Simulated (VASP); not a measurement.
# Mg2CdS3 (Immm) in VASP: relaxation of cell and atoms with PBE

Aim: the relaxation of cell and atoms of Mg2CdS3 with PBE.

All numbers are computed with VASP 6.6.1; they aren't measurements. Logs are shortened: lines on timing, memory, paths and dates and some standing lists are left out, and cuts for length are marked.

## Step 1: Starting point

Symmetry: Immm, No. 71, orthorhombic system. Conventional cell: a = 3.800 Å, b = 5.370 Å, c = 11.400 Å, α = 90.00°, β = 90.00°, γ = 90.00°. Mg (site symmetry mm2) is surrounded by 6 S at 2.69 Å. Cd (site symmetry mmm) has 6 S at 2.69 Å as nearest neighbours. Around S (site symmetry mm2) lie 4 Mg at 2.69 Å and 2 Cd at 2.69 Å. Around S (site symmetry mmm) lie 2 Cd at 2.69 Å and 4 Mg at 2.69 Å.

The cell was built by a generator and needn't be a form met in nature.

## Step 2: Relaxation of cell and atoms, PBE

Contents of INCAR:

```
SYSTEM = Mg2CdS3
PREC = Normal ; ENCUT = 520
EDIFF = 1E-4 ; ISMEAR = 0
SIGMA = 0.15 ; LREAL = .False.
LASPH = .True. ; NELM = 60
ALGO = Fast ; ISIF = 3
LWAVE = .False. ; LCHARG = .False.
GGA = PE ; IBRION = 2
NSW = 24 ; EDIFFG = -0.08
```

Contents of KPOINTS:

```
regular mesh
0
Gamma
  5 5 5
  0 0 0
```

Contents of POSCAR:

```
Mg2CdS3
1.0
   -1.9000000000      2.6850000000      5.7000000000
    1.9000000000     -2.6850000000      5.7000000000
    1.9000000000      2.6850000000     -5.7000000000
Mg Cd S
2 1 3
Direct
    0.6666670000      0.6666670000      0.0000000000
    0.3333330000      0.3333330000      0.0000000000
    0.0000000000      0.0000000000      0.0000000000
    0.1666670000      0.6666670000      0.5000000000
    0.8333330000      0.3333330000      0.5000000000
    0.5000000000      0.0000000000      0.5000000000
```

Potentials or basis: VASP PAW PBE potentials, release 64 (Mg, Cd, S).

Run with:

```sh
$ cat potpaw_PBE.64/Mg/POTCAR potpaw_PBE.64/Cd/POTCAR potpaw_PBE.64/S/POTCAR > POTCAR
$ mpirun -np 1 vasp_std > vasp.out
```

OUTCAR:

```text
SYSTEM = Mg2CdS3
   PREC = Normal
   ENCUT = 520
   EDIFF = 1E-4
   ISMEAR = 0
   LREAL = .False.
   LASPH = .True.
   NELM = 60
   ISIF = 3
   GGA = PE
   IBRION = 2
   NSW = 24
   EDIFFG = -0.08

 ion  position               nearest neighbor table
   1  0.667  0.667  0.000-   4 2.69   4 2.69   5 2.69   5 2.69   6 2.69   6 2.69
   2  0.333  0.333  0.000-   5 2.69   5 2.69   4 2.69   4 2.69   6 2.69   6 2.69
   3  0.000  0.000  0.000-   6 2.69   6 2.69   4 2.69   4 2.69   5 2.69   5 2.69
   4  0.167  0.667  0.500-   1 2.69   1 2.69   2 2.69   2 2.69   3 2.69   3 2.69
   5  0.833  0.333  0.500-   2 2.69   2 2.69   1 2.69   1 2.69   3 2.69   3 2.69
   6  0.500  0.000  0.500-   3 2.69   3 2.69   1 2.69   1 2.69   2 2.69   2 2.69

  LATTYP: Found a body centered orthorhombic cell.
 ALAT       =     3.8000000000
 B/A-ratio  =     1.4131578947
 C/A-ratio  =     3.0000000000

  Lattice vectors:

 A1 = (  -1.9000000000,   2.6850000000,   5.7000000000)
 A2 = (   1.9000000000,  -2.6850000000,   5.7000000000)
 A3 = (   1.9000000000,   2.6850000000,  -5.7000000000)

Analysis of symmetry for initial positions (statically):
=====================================================================
 Subroutine PRICEL returns:
 Original cell was already a primitive cell.

 Routine SETGRP: Setting up the symmetry group for a
 body centered orthorhombic supercell.

 Subroutine GETGRP returns: Found  8 space group operations
 (whereof  8 operations were pure point group operations)
 out of a pool of  8 trial point group operations.

The static configuration has the point symmetry D_2h.

Analysis of symmetry for dynamics (positions and initial velocities):
=====================================================================
 Subroutine PRICEL returns:
 Original cell was already a primitive cell.

 Routine SETGRP: Setting up the symmetry group for a
 body centered orthorhombic supercell.

 Subroutine GETGRP returns: Found  8 space group operations
 (whereof  8 operations were pure point group operations)
 out of a pool of  8 trial point group operations.

The dynamic configuration has the point symmetry D_2h.

 Subroutine INISYM returns: Found  8 space group operations
 (whereof  8 operations are pure point group operations),
 and found     1 'primitive' translations

----------------------------------------------------------------------------------------

                                     Primitive cell
[... 109 lines left out ...]
   PSTRESS=    0.0 pullay stress
   NELECT =      34.0000    total number of electrons
   NUPDOWN=      -1.0000    fix difference up-down
   EMIN   =  10.00;   EMAX   =-10.00  energy-range for DOS
   EFERMI =   0.00;   METHOD = LEGACY
   ISMEAR =     0;   SIGMA  =   0.15  broadening in eV -4-tet -1-fermi 0-gaus
   EFERMI_NEDOS =   21; number of points for ismear=-14 and -15
   IALGO  =     68    algorithm
   IMIX   =      4    mixing-type and parameters
     AMIX     =   0.40;   BMIX     =  1.00
     AMIX_MAG =   1.60;   BMIX_MAG =  1.00
  volume/ion in A,a.u.               =      19.39       130.82
  Fermi-wavevector in a.u.,A,eV,Ry     =   1.086485  2.053158 16.060979  1.180449
  Thomas-Fermi vector in A             =   2.222622
   LORBIT       =      0    0 simple, 1 ext, 2 COOP (PROOUT), +10 PAW based schemes
   GGA     = PE    functional components
   LHFCALC =     F    Hartree Fock is set to
   AEXX    =    0.0000 exact exchange contribution
   IVDW    =     0    specifies the selected vdW correction
   LEPSILON=     F    determine dielectric tensor
   LRPA    =     F    only Hartree local field effects (RPA)
 conjugate gradient relaxation of ions
 non-spin polarized calculation
 RMM-DIIS sequential band-by-band and
 Gauss-broadening in eV      SIGMA  =   0.15
  energy-cutoff  :      520.00
  volume of cell :      116.31
 maximum number of plane-waves:      3149
   NGX = 25   NGY = 25   NGZ = 25

--------------------------------------- Ionic step        1  -------------------------------------------

 number of electron      33.9999995 magnetization

 Free energy of the ion-electron system (eV)
  ---------------------------------------------------
  ext. energy  EPLUGINS =         0.00000000
  ---------------------------------------------------
  free energy    TOTEN  =       -22.67811524 eV

  energy without entropy =      -22.67811524  energy(sigma->0) =      -22.67811524

------------------------ aborting loop because EDIFF is reached ----------------------------------------

  FORCE on cell =-STRESS in cart. coord.  units (eV):
  Direction    XX          YY          ZZ          XY          YZ          ZX
  --------------------------------------------------------------------------------------
  -------------------------------------------------------------------------------------
  Total       -0.9438447     -1.1462343     -1.1049600      0.0000000      0.0000000      0.0000000
  in kB      -13.0010489    -15.7888776    -15.2203421      0.0000000      0.0000000      0.0000000
  external PRESSURE =     -14.6700895 kB  Pullay stress =       0.0000000 kB
[... 187 lines left out ...]
--------------------------------------- Ionic step        6  -------------------------------------------

 number of electron      33.9999999 magnetization

 Free energy of the ion-electron system (eV)
  ---------------------------------------------------
  ext. energy  EPLUGINS =         0.00000000
  ---------------------------------------------------
  free energy    TOTEN  =       -22.75135340 eV

  energy without entropy =      -22.75135340  energy(sigma->0) =      -22.75135340

 E-fermi :   4.0168     XC(G=0):  -9.8686

 val. band max:        3.3739659524   @ k =  -0.4000  -0.4000   0.4000
 cond. band min:       5.1577888472   @ k =  -0.4000  -0.4000   0.4000
 fundamental gap:      1.7838228948
 Fermi energy:         4.0168275001

 k-point     1 :       0.0000    0.0000    0.0000
  band No.  band energies     occupation
      1      -9.3326      2.00000
      2      -8.1706      2.00000
      3      -7.7870      2.00000
      4      -4.2404      2.00000
      5      -4.2228      2.00000
      6      -4.1176      2.00000
[... 565 lines left out ...]
     20       8.2391      0.00000
     21       9.4216      0.00000

 [... further k-points ...]

------------------------ aborting loop because EDIFF is reached ----------------------------------------

  FORCE on cell =-STRESS in cart. coord.  units (eV):
  Direction    XX          YY          ZZ          XY          YZ          ZX
  --------------------------------------------------------------------------------------
  -------------------------------------------------------------------------------------
  Total        0.0672160      0.1855447      0.2283295      0.0000000      0.0000000      0.0000000
  in kB        0.9495429      2.6211425      3.2255528      0.0000000      0.0000000      0.0000000
  external PRESSURE =       2.2654127 kB  Pullay stress =       0.0000000 kB
[... 21 lines left out ...]
  FREE ENERGIE OF THE ION-ELECTRON SYSTEM (eV)
  ---------------------------------------------------
  free  energy   TOTEN  =       -22.7513533960 eV

  energy  without entropy=      -22.7513533960  energy(sigma->0) =      -22.75135340

 reached required accuracy - stopping structural energy minimisation
```

CONTCAR:

```text
Mg2CdS3
   1.00000000000000
    -1.8866244242134709    2.6599001061596259    5.6501199676387381
     1.8866244242134709   -2.6599001061596259    5.6501199676387381
     1.8866244242134709    2.6599001061596259   -5.6501199676387381
  Mg              Cd              S
     2     1     3
Direct
     0.6666685675390109    0.6666685675390109    0.0000000000000000
     0.3333314324609890    0.3333314324609890    0.0000000000000000
     0.0000000000000000    0.0000000000000000    0.0000000000000000
     0.1746901405826985    0.6746901405826984    0.5000000000000000
     0.8253098594173016    0.3253098594173015    0.5000000000000000
     0.5000000000000000    0.0000000000000000    0.5000000000000000

  0.00000000E+00  0.00000000E+00  0.00000000E+00
  0.00000000E+00  0.00000000E+00  0.00000000E+00
  0.00000000E+00  0.00000000E+00  0.00000000E+00
  0.00000000E+00  0.00000000E+00  0.00000000E+00
  0.00000000E+00  0.00000000E+00  0.00000000E+00
  0.00000000E+00  0.00000000E+00  0.00000000E+00
```

It took 3.2 min on 1 thread of Intel Xeon Platinum 8488C (Sapphire Rapids), shared host; peak memory 0.29 GiB.

What came out:

```
Free energy                            : -22.7514 eV
Relaxed volume                         : 18.90 Å³/atom
Relaxed cell                           : a = 6.524 Å, b = 6.524 Å, c = 6.524 Å, α = 146.38°, β = 131.88°, γ = 59.98°
Space group after relaxing (to 0.05 Å) : Immm (No. 71)
Energy gained by relaxing              : 12.2 meV/atom
Ionic steps                            : 6
Pressure after relaxing                : 0.2 GPa
Largest force after relaxing           : 0.022 eV/Å
Band gap on the k mesh                 : 1.78 eV, direct
```

Forces on the atoms (eV/Å):
```
Mg   0.000  0.000 -0.022
Mg   0.000  0.000  0.022
Cd   0.000  0.000  0.000
S    0.000  0.000  0.007
S    0.000  0.000 -0.007
S    0.000  0.000  0.000
```

Step by step:
| step | energy change (eV) | largest force (eV/Å) | pressure (GPa) | volume (Å³) |
| --- | --- | --- | --- | --- |
| 1 | 0.0000 | 0.6563 | -1.47 | 116.31 |
| 2 | -0.0454 | 0.4740 | 0.29 | 113.35 |
| 3 | -0.0464 | 0.2736 | 2.08 | 110.65 |
| 4 | -0.0511 | 0.3478 | 1.20 | 111.84 |
| 5 | -0.0718 | 0.0861 | 0.36 | 113.05 |
| 6 | -0.0732 | 0.0222 | 0.23 | 113.41 |

Final structure:
```yaml
crystal:
  lattice:
    - [-1.88662, 2.65990, 5.65012]
    - [1.88662, -2.65990, 5.65012]
    - [1.88662, 2.65990, -5.65012]
  atoms:
    - { symbol: Mg, position: [0.66667, 0.66667, 0.00000] }
    - { symbol: Mg, position: [0.33333, 0.33333, 0.00000] }
    - { symbol: Cd, position: [0.00000, 0.00000, 0.00000] }
    - { symbol: S, position: [0.17469, 0.67469, 0.50000] }
    - { symbol: S, position: [0.82531, 0.32531, 0.50000] }
    - { symbol: S, position: [0.50000, 0.00000, 0.50000] }
```

Caveat: an odd mesh through Γ misses points on the zone boundary, where band edges often lie; the relaxation stopped at a loose force limit of 0.08 eV/Å, so its end isn't a converged minimum. PBE gaps usually lie below the measured ones, often by a third to a half.
